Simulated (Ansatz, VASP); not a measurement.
# GaAsH2 (H-GaAs-H chair bilayer, AA) in two plane-wave programs, part 2 of 2

Aim: how closely do two programs agree when they are given the same cell, functional and k mesh? The cell is taken from a series of runs on this material, whose earlier steps may have relaxed, scaled, displaced or heated it; both programs get it as it stands.

VASP 6.6.1 and Ansatz 0.2.0.

So far: The structure; VASP: single point, PBE with D3(BJ).

**3. Ansatz: single point, PBE with D3(BJ)**

Level of this step: Ansatz beside VASP: Kohn-Sham DFT, plane waves, PBE with D3(BJ) (Ansatz).

Ansatz runs on its default PAW (the set named soft_2) files.

The same cell, functional, mesh and smearing now go to Ansatz, which takes its cutoff from its data sets.

input.yaml reads:

```yaml
crystal:
  lattice:
    - [4.0470600555, 0.0, 0.0]
    - [-2.0235300277, 3.5048568187, 0.0]
    - [0.0, 0.0, 26.7442617614]
  atoms:
    - { symbol: H, position: [0.6666666667, 0.3333333333, 0.3365207864] }
    - { symbol: As, position: [0.6666666667, 0.3333333333, 0.3933302405] }
    - { symbol: Ga, position: [0.3333333333, 0.6666666667, 0.4228227518] }
    - { symbol: H, position: [0.3333333333, 0.6666666667, 0.4810498267] }
    - { symbol: H, position: [0.6666666667, 0.3333333333, 0.5190895302] }
    - { symbol: As, position: [0.6666666667, 0.3333333333, 0.5757659204] }
    - { symbol: Ga, position: [0.3333333333, 0.6666666667, 0.6051323182] }
    - { symbol: H, position: [0.3333333333, 0.6666666667, 0.6634792136] }
kpoints:
  mp_grid: { grid: [12, 12, 1] }
  band_path:
    path: [[0, 0, 0], [0.5, 0, 0], [0.33333333, 0.33333333, 0], [0, 0, 0]]
    npoints: 16
hamiltonian:
  xc: pbe
  dispersion: d3bj
scf:
  occupations: { method: fermi_dirac, width: 0.05 }
  convergence: { dr2_threshold: 1.0e-10 }
efield:
  axis: 3
  dipole_correction: true
  ramp_position: 0.97
  ramp_width: 0.06
  amplitude: 0
output:
  dos: { projected: true, e_range: [-6, 5] }
  bader: true
  write_potential: true
  write_density: true
  volumetric_format: npy
  elf: true
```

Command:

```bash
$ ansatz run input.yaml --threads 4 --pin off --max-ram 6144MiB --backend cpu --events-out ev --progress --plain --runs-dir out
```

Numbers of over 12 decimals in the logs are rounded to 6 here.

The program printed:

```text
Engine: ansatz 0.2.0, aarch64-unknown-linux-gnu
Pseudopotentials: kind: paw
Pseudopotential: H, paw, valence charge 1, recommended cutoff 420 eV (normal), H.paw.azcp
Pseudopotential: As, paw, valence charge 15, recommended cutoff 420 eV (normal), As.paw.azcp
Pseudopotential: Ga, paw, valence charge 13, recommended cutoff 420 eV (normal), Ga.paw.azcp
Functional definition: PBE
  parameter kappa = 0.804
  parameter beta = 0.066725
  exchange = pbe_x(kappa = kappa, mu = beta*pi^2/3)
  correlation = pbe_c(beta = beta)
Crystal: 8 atoms, lattice volume = 379.350 Å³
Basis set: ecut = 420 eV, 7421 PW (Γ)
Bands: 38, of which v1, the nominal top of the filled ones, is band 30 counted from 1 (29 counted from 0)
Symmetry: 6 space group operations
Space group: P3m1 (ITA 156), of the structure as read, at distance tolerance 7.2e-5 Å
k-points: 19 of 144 (time reversal used)
Non-local potential: H, projectors of the file, l = 0: 2, l = 1: 1
Non-local potential: As, projectors of the file, l = 0: 2, l = 1: 2, l = 2: 3, l = 3: 1
Non-local potential: Ga, projectors of the file, l = 0: 2, l = 1: 2, l = 2: 3, l = 3: 1
PAW form: soft (Blöchl's): semilocal exchange-correlation on the pseudo side does not see the compensation charge
PAW one-centre angular grid: H, 110 points (default); XC on 64 Gauss nodes
PAW one-centre angular grid: As, 590 points (default); XC on 64 Gauss nodes
PAW one-centre angular grid: Ga, 590 points (default); XC on 64 Gauss nodes
Initial density: superposition of atomic densities (neutral atoms: chi_scale 0, normalization atom), corrected by the library's trained network
Initial wavefunctions: pseudopotential atomic-orbital guess
Functional: x = pbe(κ = 0.804, μ = 0.219515), c = pbe(β = 0.066725)
SCF iter   1: F=—  HF=-17342.820808 eV  |F-HF|=—  |Δ(HF+E_count)|=         —  Δρ=1.59e-3  dr2=5.31e-2  ethr=1.77e-3  p=-0.105 e·Å  D=-5.00e-2 V/Å  ΔV_dip=1.34 eV  dr2_dipole=1.40e-2  V_vac-E_F(+/−)=5.27/3.93 eV  ⟨swp⟩=6.9  Hψ=3158  notcnv=0  defer=3
efield: sawtooth ramp at fractional position 0.9700 (set: `efield.ramp_position`, or a place that a band, a saddle search or an elastic batch's reference lends), width 0.0600; the density the first Hamiltonian is built on has a dipole p = -0.105 e·Å; the dipole correction subtracts the counter field D = -5.00e-2 V/Å, which shifts the + side's vacuum level by +1.34 eV against the − side's; the planar-averaged density in the ramp window peaks in size at 6.6e-6 e/Å³
preconditioner: auto → Resta (q_TF=auto, 2.006 Å⁻¹)  ε∞=1.7  [insulator: Δε(μ)=1.430 eV  Ē_g=14.060 eV  σ=0.050 eV  W_gap=1.00  n_scr=58 (ndim 8)  ℏωp=12.1 eV  f_vac=0.640  D(μ)=0.00/eV (n_scr^D=0)  ε∞_Penn≈1.7  vacuum switching on, ρ_ref=1.4e-2 e/Å³]
SCF iter   2: F=—  HF=-17342.805849 eV  |F-HF|=—  |Δ(HF+E_count)|=   1.50e-2  Δρ=1.49e-3  dr2=1.82e-2  ethr=8.85e-5  p=-0.181 e·Å  D=-8.65e-2 V/Å  ΔV_dip=2.31 eV  dr2_dipole=1.63e-3  V_vac-E_F(+/−)=5.60/3.29 eV  ⟨swp⟩=3.0  Hψ=1182  notcnv=0  defer=48
SCF iter   3: F=—  HF=-17342.803174 eV  |F-HF|=—  |Δ(HF+E_count)|=   2.67e-3  Δρ=5.10e-4  dr2=2.45e-3  ethr=3.03e-5  p=-0.161 e·Å  D=-7.69e-2 V/Å  ΔV_dip=2.06 eV  dr2_dipole=7.13e-4  V_vac-E_F(+/−)=5.47/3.42 eV  ⟨swp⟩=2.5  Hψ=911  notcnv=0  defer=48
SCF iter   4: F=—  HF=-17342.803207 eV  |F-HF|=—  |Δ(HF+E_count)|=   3.24e-5  Δρ=2.51e-4  dr2=4.89e-4  ethr=4.09e-6  p=-0.175 e·Å  D=-8.33e-2 V/Å  ΔV_dip=2.23 eV  dr2_dipole=2.43e-5  V_vac-E_F(+/−)=5.52/3.30 eV  ⟨swp⟩=2.0  Hψ=853  notcnv=0  defer=48
SCF iter   5: F=—  HF=-17342.803316 eV  |F-HF|=—  |Δ(HF+E_count)|=   1.10e-4  Δρ=8.31e-5  dr2=5.98e-5  ethr=8.15e-7  p=-0.178 e·Å  D=-8.49e-2 V/Å  ΔV_dip=2.27 eV  dr2_dipole=8.06e-6  V_vac-E_F(+/−)=5.52/3.25 eV  ⟨swp⟩=3.0  Hψ=1194  notcnv=0  defer=44
SCF iter   6: F=—  HF=-17342.803333 eV  |F-HF|=—  |Δ(HF+E_count)|=   1.71e-5  Δρ=3.19e-5  dr2=5.25e-6  ethr=9.97e-8  p=-0.180 e·Å  D=-8.58e-2 V/Å  ΔV_dip=2.30 eV  dr2_dipole=8.52e-8  V_vac-E_F(+/−)=5.53/3.24 eV  ⟨swp⟩=2.9  Hψ=1083  notcnv=0  defer=42
SCF iter   7: F=—  HF=-17342.803351 eV  |F-HF|=—  |Δ(HF+E_count)|=   1.77e-5  Δρ=1.35e-5  dr2=8.16e-7  ethr=8.75e-9  p=-0.180 e·Å  D=-8.58e-2 V/Å  ΔV_dip=2.29 eV  dr2_dipole=1.94e-9  V_vac-E_F(+/−)=5.53/3.23 eV  ⟨swp⟩=2.0  Hψ=963  notcnv=0  defer=42
SCF iter   8: F=—  HF=-17342.803351 eV  |F-HF|=—  |Δ(HF+E_count)|=   5.07e-7  Δρ=3.31e-6  dr2=3.76e-8  ethr=1.36e-9  p=-0.180 e·Å  D=-8.58e-2 V/Å  ΔV_dip=2.29 eV  dr2_dipole=3.04e-10  V_vac-E_F(+/−)=5.53/3.23 eV  ⟨swp⟩=2.0  Hψ=965  notcnv=0  defer=42
SCF iter   9: F=—  HF=-17342.803352 eV  |F-HF|=—  |Δ(HF+E_count)|=   6.31e-8  Δρ=1.24e-6  dr2=5.11e-9  ethr=6.26e-11  p=-0.180 e·Å  D=-8.58e-2 V/Å  ΔV_dip=2.29 eV  dr2_dipole=1.55e-12  V_vac-E_F(+/−)=5.53/3.23 eV  ⟨swp⟩=2.0  Hψ=1061  notcnv=0  defer=42
SCF iter  10: F=—  HF=-17342.803352 eV  |F-HF|=—  |Δ(HF+E_count)|=   6.45e-9  Δρ=4.09e-7  dr2=5.45e-10  ethr=8.52e-12  p=-0.180 e·Å  D=-8.58e-2 V/Å  ΔV_dip=2.29 eV  dr2_dipole=2.04e-14  V_vac-E_F(+/−)=5.53/3.23 eV  ⟨swp⟩=2.0  Hψ=1251  notcnv=0  defer=42
SCF iter  11: F=-17342.803352 eV  HF=-17342.803352 eV  |F-HF|=5.46e-11  |Δ(HF+E_count)|=   1.05e-9  Δρ=9.40e-8  dr2=2.85e-11  ethr=1.00e-12  p=-0.180 e·Å  D=-8.58e-2 V/Å  ΔV_dip=2.29 eV  dr2_dipole=8.09e-13  V_vac-E_F(+/−)=5.53/3.23 eV  ⟨swp⟩=12.8  Hψ=2567  notcnv=0
SCF 1 converged in 11 iterations: F = -17342.803352 eV  dr2 = 2.85e-11
  greatest PAW one-centre occupation: 0.999 electrons in one spin orbital (limit 2), on the As atom at site 5 (counted from 0), in its partial waves of l = 2
NSCF: frozen V_eff on 49 k-points
efield: sawtooth ramp at fractional position 0.9700 (kept from the solve that this one continues, or follows in the run), width 0.0600; the density the first Hamiltonian is built on has a dipole p = -0.180 e·Å; the dipole correction subtracts the counter field D = -8.58e-2 V/Å, which shifts the + side's vacuum level by +2.29 eV against the − side's; the planar-averaged density in the ramp window peaks in size at 2.1e-6 e/Å³
WARN: The output density's exchange-correlation potential varies sharply where the density is thin. Do not read a vacuum level from v_tot or v_xc, or from such a field of the output density. On a cell that repeats whose density bears no net charge and no dipole along the vacuum's axis use v_es (v_loc + v_h of the components); under efield.dipole_correction with no amplitude use v_es + v_field, which holds any externa [...]
SCF converged after 11 iterations
Free energy (F): -17342.803352 eV
Harris-Foulkes:  -17342.803352 eV  (|F-HF|=5.46e-11)
Internal energy: -17342.803342 eV  (E = F + TS)
E sigma→0 (E₀):  -17342.803347 eV
Entropy (-TS):   -0.000010 eV (-0.001 meV/atom)
Fermi energy:    -1.114109 eV
Dipole field:    D = -0.085781 V/Å  (p = -0.179833 e·Å, saw-weighted, corrected)
Work function:   Φ+ = 5.5292 eV   Φ− = 3.2350 eV
Levels:          The Fermi level and band energies are counted from a zero that moves with the ramp; work functions are not
--- Per-component energies (eV) ---
  E_band       = -1186.118669
  E_kinetic    = 489.367492
  E_local      = -55445.033019  (includes V_loc(G=0)·N_el)
  E_nonlocal   = -485.650570
  E_hartree    = 27467.475465
  E_xc         = -330.639089
  E_vxc        = -318.266630  (∫ρ·V_xc dr)
  E_paw        = -7650.438992  (= ΣΔE_a)
  E_vpaw       = -361.268080  (= ΣTr[D̂ρ^β])
  E_aug_tail   = -0.004913  (compensation charges beyond the density's cutoff)
  E_efield     = 0.007713  (sawtooth field / dipole correction)
  E_vefield    = -0.213994  (∫n·V_field dr)
  E_ewald      = 18613.033531
  E_disp       = -0.920959  (pairwise vdW)
  E_smearing   = -0.000010  (= −TS)
  E_closure    = 0.000000  (closes the sum)
  Σ components = -17342.803352   (vs F -17342.803352, Δ=0.00e0)
--- Band table (eV; the first three rows and the last of 19) ---
  k-point 0: bands = [... 26 lower, -2.5488, -2.5488, -1.5186, -1.5186, -0.7560, 0.2787, 1.2336, 2.5026, ... 4 higher]
  k-point 1: bands = [... 26 lower, -3.0479, -2.6707, -2.1257, -1.6406, -0.1464, 0.8410, 1.2651, 2.3741, ... 4 higher]
  k-point 2: bands = [... 26 lower, -3.4441, -2.9651, -2.9471, -1.9351, 0.4770, 1.2684, 1.5531, 2.5233, ... 4 higher]
  k-point 18: bands = [... 26 lower, -5.3057, -4.4865, -4.4190, -3.2205, 1.6366, 1.9986, 2.6060, 3.3638, ... 4 higher]
--- Bader charges: 8 sites ---
  site symbol  charge [e]  shift [e]
     0      H     -0.2233     0.0075
     1     As     -0.2606     0.0070
     2     Ga      0.8005     0.0048
     3      H     -0.3187     0.0044
     4      H     -0.2266     0.0075
     5     As     -0.2525     0.0070
     6     Ga      0.8045     0.0045
     7      H     -0.3232     0.0041
  estimated error of the sums over rays = 4.0e-4 e
```

The column dr2 measures how far the density is from self-consistency, as an energy; F and HF (Harris–Foulkes) agree once it is small.

**4. Differences**

Known differences besides the potentials themselves: the data sets hold 60 valence electrons in Ansatz (on its default PAW (the set named soft_2) files) and 40 in VASP; the cutoff is 420 eV in Ansatz and 400 eV in VASP. Total energies have different zeros and are not compared.

The two programs side by side:

```csv
quantity,Ansatz,VASP,difference
gap on the k mesh (eV),0.763,0.750,+0.013
```

A gap on the mesh is an upper bound, since the band edges may lie between its points. With vacuum in the cell, a pressure given here is an average over mostly empty space and none of the material.

**5. What came out**

```
difference in gap on the k mesh (single point, PBE with D3(BJ)) : 0.013 eV
```

What this shows: The difference in gap on the k mesh is 0.013 eV (single point, PBE with D3(BJ)), within the 0.08 eV picked in this series as the mark of a large difference. The data sets hold unlike numbers of valence electrons (60 in Ansatz and 40 in VASP), so part of the differences comes from the potentials. How closely two codes agree says nothing of how well the functional describes the real material.

[Lines on the potential files, build, host, timing and source positions are cut from VASP's logs without a mark.]

[Logs are printed without paths, hosts, clocks, repeated set-up lines and the standing remarks that a program may print on its own settings, such as how far it seeks lower states.]

[Hosts, paths, dates, database ids (printed as entryN), source tags and the programs' standing remarks are cut or masked in the printed files.]
